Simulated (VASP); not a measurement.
OSZICAR of a VASP run on CdS (wurtzite):

File OSZICAR:
```
       N       E                     dE             d eps       ncg     rms          rms(c)
DAV:   1     0.211438294575E+03    0.21144E+03   -0.15365E+04   632   0.121E+03
DAV:   2    -0.199132524814E+01   -0.21343E+03   -0.20973E+03   706   0.323E+02
DAV:   3    -0.132722675860E+02   -0.11281E+02   -0.11252E+02   712   0.763E+01
DAV:   4    -0.134012842287E+02   -0.12902E+00   -0.12895E+00   724   0.784E+00
DAV:   5    -0.134037545573E+02   -0.24703E-02   -0.24703E-02   748   0.105E+00    0.104E+01
DAV:   6    -0.146930977888E+02   -0.12893E+01   -0.26358E+01   780   0.503E+01    0.111E+01
DAV:   7    -0.172090989757E+02   -0.25160E+01   -0.56525E+01   636   0.811E+01    0.149E+01
DAV:   8    -0.203793737285E+02   -0.31703E+01   -0.92283E+01   924   0.166E+02    0.286E+01
DAV:   9    -0.264020054999E+02   -0.60226E+01   -0.16708E+02   662   0.138E+02    0.296E+01
DAV:  10    -0.432375179115E+02   -0.16836E+02   -0.38013E+02   704   0.259E+02    0.801E+01
DAV:  11    -0.916574920592E+02   -0.48420E+02   -0.90946E+02   760   0.234E+02    0.762E+01
DAV:  12    -0.538086536268E+03   -0.44643E+03   -0.57452E+03   784   0.797E+02    0.932E+02
DAV:  13    -0.102603781216E+04   -0.48795E+03   -0.15948E+04  1020   0.674E+02    0.962E+02
DAV:  14    -0.213806884806E+04   -0.11120E+04   -0.35492E+04  1094   0.422E+02    0.509E+03
DAV:  15    -0.163281808264E+04    0.50525E+03   -0.26540E+04   974   0.809E+02    0.505E+03
DAV:  16    -0.196170003173E+04   -0.32888E+03   -0.33147E+04  1050   0.477E+02    0.518E+03
DAV:  17    -0.168516513800E+04    0.27653E+03   -0.27969E+04   824   0.873E+02    0.517E+03
DAV:  18    -0.188170987826E+04   -0.19654E+03   -0.32195E+04  1048   0.523E+02    0.572E+03
DAV:  19    -0.175791006329E+04    0.12380E+03   -0.28882E+04   812   0.918E+02    0.571E+03
DAV:  20    -0.186662617897E+04   -0.10872E+03   -0.31893E+04  1034   0.527E+02    0.546E+03
DAV:  21    -0.175073603169E+04    0.11589E+03   -0.29012E+04   832   0.925E+02    0.546E+03
DAV:  22    -0.187783568953E+04   -0.12710E+03   -0.31963E+04  1042   0.528E+02    0.580E+03
DAV:  23    -0.181834489828E+04    0.59491E+02   -0.29672E+04   838   0.924E+02    0.580E+03
DAV:  24    -0.190098502500E+04   -0.82640E+02   -0.32039E+04  1072   0.521E+02    0.554E+03
DAV:  25    -0.183863605356E+04    0.62349E+02   -0.29922E+04   844   0.933E+02    0.554E+03
DAV:  26    -0.191152805050E+04   -0.72892E+02   -0.32067E+04  1048   0.531E+02    0.568E+03
DAV:  27    -0.186204298058E+04    0.49485E+02   -0.30075E+04   854   0.929E+02    0.569E+03
DAV:  28    -0.194427957107E+04   -0.82237E+02   -0.32631E+04  1064   0.521E+02    0.600E+03
DAV:  29    -0.185342781540E+04    0.90852E+02   -0.30349E+04   836   0.939E+02    0.599E+03
DAV:  30    -0.190658426986E+04   -0.53156E+02   -0.32216E+04  1040   0.517E+02    0.587E+03
DAV:  31    -0.184732679653E+04    0.59257E+02   -0.29883E+04   862   0.914E+02    0.587E+03
DAV:  32    -0.194859046789E+04   -0.10126E+03   -0.32761E+04  1072   0.511E+02    0.614E+03
DAV:  33    -0.183473005902E+04    0.11386E+03   -0.29927E+04   842   0.921E+02    0.613E+03
DAV:  34    -0.190186693543E+04   -0.67137E+02   -0.32209E+04  1056   0.523E+02    0.569E+03
DAV:  35    -0.182893864172E+04    0.72928E+02   -0.29565E+04   854   0.922E+02    0.570E+03
DAV:  36    -0.192836922822E+04   -0.99431E+02   -0.32385E+04  1050   0.509E+02    0.576E+03
DAV:  37    -0.185172748345E+04    0.76642E+02   -0.30164E+04   850   0.931E+02    0.576E+03
DAV:  38    -0.190156756391E+04   -0.49840E+02   -0.32030E+04  1022   0.521E+02    0.560E+03
DAV:  39    -0.183408384047E+04    0.67484E+02   -0.29721E+04   860   0.920E+02    0.561E+03
DAV:  40    -0.193020180606E+04   -0.96118E+02   -0.32297E+04  1056   0.526E+02    0.572E+03
DAV:  41    -0.187089907890E+04    0.59303E+02   -0.30470E+04   876   0.920E+02    0.572E+03
DAV:  42    -0.195072440827E+04   -0.79825E+02   -0.32846E+04  1064   0.504E+02    0.561E+03
DAV:  43    -0.178249457582E+04    0.16823E+03   -0.29197E+04   836   0.912E+02    0.558E+03
DAV:  44    -0.188493132977E+04   -0.10244E+03   -0.31990E+04  1056   0.522E+02    0.561E+03
DAV:  45    -0.182595713135E+04    0.58974E+02   -0.29992E+04   850   0.940E+02    0.563E+03
DAV:  46    -0.191947956106E+04   -0.93522E+02   -0.32364E+04  1064   0.522E+02    0.597E+03
DAV:  47    -0.186894437724E+04    0.50535E+02   -0.30114E+04   872   0.925E+02    0.598E+03
DAV:  48    -0.194415724847E+04   -0.75213E+02   -0.32481E+04  1032   0.524E+02    0.582E+03
DAV:  49    -0.185995229101E+04    0.84205E+02   -0.30275E+04   848   0.927E+02    0.581E+03
DAV:  50    -0.192490793990E+04   -0.64956E+02   -0.32487E+04  1056   0.511E+02    0.584E+03
DAV:  51    -0.185902392417E+04    0.65884E+02   -0.30193E+04   854   0.937E+02    0.585E+03
DAV:  52    -0.189867678489E+04   -0.39653E+02   -0.32057E+04  1064   0.536E+02    0.517E+03
DAV:  53    -0.181219158945E+04    0.86485E+02   -0.29521E+04   864   0.913E+02    0.518E+03
DAV:  54    -0.194421542064E+04   -0.13202E+03   -0.32604E+04  1088   0.509E+02    0.540E+03
DAV:  55    -0.180795890541E+04    0.13626E+03   -0.29254E+04   860   0.908E+02    0.540E+03
DAV:  56    -0.192016429603E+04   -0.11221E+03   -0.32185E+04  1064   0.515E+02    0.590E+03
DAV:  57    -0.184696501728E+04    0.73199E+02   -0.30003E+04   836   0.920E+02    0.588E+03
DAV:  58    -0.191037702651E+04   -0.63412E+02   -0.32055E+04  1032   0.524E+02    0.566E+03
DAV:  59    -0.184861499071E+04    0.61762E+02   -0.30134E+04   850   0.924E+02    0.566E+03
DAV:  60    -0.191271380504E+04   -0.64099E+02   -0.32214E+04  1056   0.512E+02    0.560E+03
DAV:  61    -0.185677128249E+04    0.55943E+02   -0.30112E+04   848   0.937E+02    0.562E+03
DAV:  62    -0.192215910770E+04   -0.65388E+02   -0.32109E+04  1064   0.511E+02    0.564E+03
DAV:  63    -0.187156266383E+04    0.50596E+02   -0.30500E+04   866   0.929E+02    0.563E+03
DAV:  64    -0.192047235073E+04   -0.48910E+02   -0.32252E+04  1064   0.527E+02    0.583E+03
DAV:  65    -0.184965951627E+04    0.70813E+02   -0.29871E+04   848   0.923E+02    0.582E+03
DAV:  66    -0.191191271381E+04   -0.62253E+02   -0.32160E+04  1072   0.516E+02    0.580E+03
DAV:  67    -0.186077063780E+04    0.51142E+02   -0.30222E+04   836   0.937E+02    0.582E+03
DAV:  68    -0.191979064955E+04   -0.59020E+02   -0.32251E+04  1056   0.517E+02    0.596E+03
DAV:  69    -0.189707030877E+04    0.22720E+02   -0.31048E+04   842   0.948E+02    0.594E+03
DAV:  70    -0.190530138961E+04   -0.82311E+01   -0.32024E+04  1056   0.522E+02    0.563E+03
DAV:  71    -0.187192094050E+04    0.33380E+02   -0.30796E+04   850   0.935E+02    0.564E+03
DAV:  72    -0.191412207125E+04   -0.42201E+02   -0.32487E+04  1056   0.514E+02    0.561E+03
DAV:  73    -0.180195541852E+04    0.11217E+03   -0.29369E+04   856   0.920E+02    0.559E+03
DAV:  74    -0.188949774619E+04   -0.87542E+02   -0.31969E+04  1034   0.526E+02    0.550E+03
DAV:  75    -0.180913789564E+04    0.80360E+02   -0.29643E+04   864   0.924E+02    0.549E+03
DAV:  76    -0.190861249492E+04   -0.99475E+02   -0.32318E+04  1056   0.531E+02    0.581E+03
DAV:  77    -0.183019357180E+04    0.78419E+02   -0.30059E+04   842   0.939E+02    0.581E+03
DAV:  78    -0.189849086752E+04   -0.68297E+02   -0.32048E+04  1048   0.537E+02    0.572E+03
DAV:  79    -0.185053847446E+04    0.47952E+02   -0.30116E+04   850   0.934E+02    0.573E+03
DAV:  80    -0.192444412312E+04   -0.73906E+02   -0.32416E+04  1032   0.520E+02    0.561E+03
DAV:  81    -0.181370945109E+04    0.11073E+03   -0.29695E+04   864   0.929E+02    0.561E+03
DAV:  82    -0.190460598243E+04   -0.90897E+02   -0.32282E+04  1080   0.521E+02    0.576E+03
DAV:  83    -0.179782366105E+04    0.10678E+03   -0.29453E+04   836   0.916E+02    0.575E+03
DAV:  84    -0.189039498120E+04   -0.92571E+02   -0.32090E+04  1056   0.533E+02    0.581E+03
DAV:  85    -0.182352253511E+04    0.66872E+02   -0.29788E+04   824   0.924E+02    0.582E+03
DAV:  86    -0.191335047067E+04   -0.89828E+02   -0.32130E+04  1048   0.530E+02    0.578E+03
DAV:  87    -0.187915884330E+04    0.34192E+02   -0.30472E+04   842   0.942E+02    0.578E+03
DAV:  88    -0.190374110633E+04   -0.24582E+02   -0.32065E+04  1048   0.524E+02    0.543E+03
DAV:  89    -0.182855260775E+04    0.75188E+02   -0.30070E+04   832   0.932E+02    0.544E+03
DAV:  90    -0.191857739797E+04   -0.90025E+02   -0.32308E+04  1080   0.515E+02    0.594E+03
DAV:  91    -0.185145164382E+04    0.67126E+02   -0.30226E+04   842   0.926E+02    0.594E+03
DAV:  92    -0.191121195615E+04   -0.59760E+02   -0.32119E+04  1048   0.526E+02    0.576E+03
DAV:  93    -0.183703549790E+04    0.74176E+02   -0.29866E+04   844   0.932E+02    0.576E+03
DAV:  94    -0.191223688916E+04   -0.75201E+02   -0.32118E+04  1072   0.522E+02    0.590E+03
DAV:  95    -0.188945181658E+04    0.22785E+02   -0.30511E+04   862   0.936E+02    0.592E+03
DAV:  96    -0.192088240313E+04   -0.31431E+02   -0.32276E+04  1048   0.521E+02    0.557E+03
DAV:  97    -0.183487248110E+04    0.86010E+02   -0.30013E+04   850   0.934E+02    0.556E+03
DAV:  98    -0.191478711918E+04   -0.79915E+02   -0.32136E+04  1088   0.524E+02    0.599E+03
DAV:  99    -0.186876553606E+04    0.46022E+02   -0.30452E+04   830   0.933E+02    0.598E+03
DAV: 100    -0.188279830705E+04   -0.14033E+02   -0.31797E+04  1004   0.533E+02
   1 F= -.18827983E+04 E0= -.18827973E+04  d E =-.209706E-02
```

### Question
Which electronic solver shows in the log?

### Answer
It is blocked Davidson (ALGO = Normal, or the opening steps of other solvers). The INCAR had ALGO = Normal.

### Question
Can the final energy be trusted as converged?

### Answer
Convergence was not reached. It stopped with EDIFF = 1E-6, NELM = 100 (PBE GGA, plane waves, VASP's PBE PAW potentials (set 64)).

The compound is CdS in the wurtzite structure. The cell was not relaxed at this level. The k-mesh is coarse (spacing up to 0.31 per Å, 2π included), so the numbers may not be converged in it. The run is one of a series of settings (AMIX = 1.0, BMIX = 0.0001, IMIX = 1 against the base run), some of them coarse on purpose.
